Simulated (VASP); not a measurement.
Calculation: RPBE GGA, VASP's PBE PAW potentials (set 64) (plane waves; VASP).

The input files of a VASP run:

POSCAR:
```
ZnS
1.0
  0.0000000000   2.7581679514   2.7581679514
  2.7581679514   0.0000000000   2.7581679514
  2.7581679514   2.7581679514   0.0000000000
Zn S
1 1
Cart
  0.0000000000   0.0000000000   0.0000000000
  1.3790839757   1.3790839757   1.3790839757
```

**INCAR**
```
SYSTEM = ZnS
PREC = Accurate
ENCUT = 520
EDIFF = 1E-7
NELM = 100
ALGO = Normal
LREAL = .FALSE.
LASPH = .TRUE.
ISMEAR = 0
SIGMA = 0.05
GGA = RP
LMAXMIX = 4
LWAVE = .FALSE.
LCHARG = .FALSE.
LORBIT = 11
ICHARG = 11
```

**KPOINTS**
```
k-points along high-symmetry lines
15
Line-mode
Reciprocal
  0.000000   0.000000   0.000000 ! GAMMA
 -0.500000  -0.500000   0.000000 ! X

 -0.500000  -0.500000   0.000000 ! X
 -0.375000  -0.375000   0.250000 ! U

 -0.375000   0.000000   0.375000 ! K
  0.000000   0.000000   0.000000 ! GAMMA

  0.000000   0.000000   0.000000 ! GAMMA
  0.000000   0.000000   0.500000 ! L

  0.000000   0.000000   0.500000 ! L
 -0.500000  -0.250000   0.250000 ! W

 -0.500000  -0.250000   0.250000 ! W
 -0.500000  -0.500000   0.000000 ! X
```

POTCAR, in this order: Zn S (PBE.64 set). Program: vasp_std. Read from the step before: CHGCAR.

**Question.** What will the output report for the number of irreducible k-points (NKPTS), largest plane-wave count, number of space-group operations, FFT grid (NGX, NGY, NGZ)?

**Answer.** 
```json
{
  "number of irreducible k-points (NKPTS)": "90",
  "largest_plane_wave_count": "1158",
  "number_of_space_group_operations": "24",
  "FFT grid (NGX, NGY, NGZ)": "30 × 30 × 30"
}
```

The compound is ZnS in the zinc blende structure. It was relaxed first, which changed the volume by +6 %.
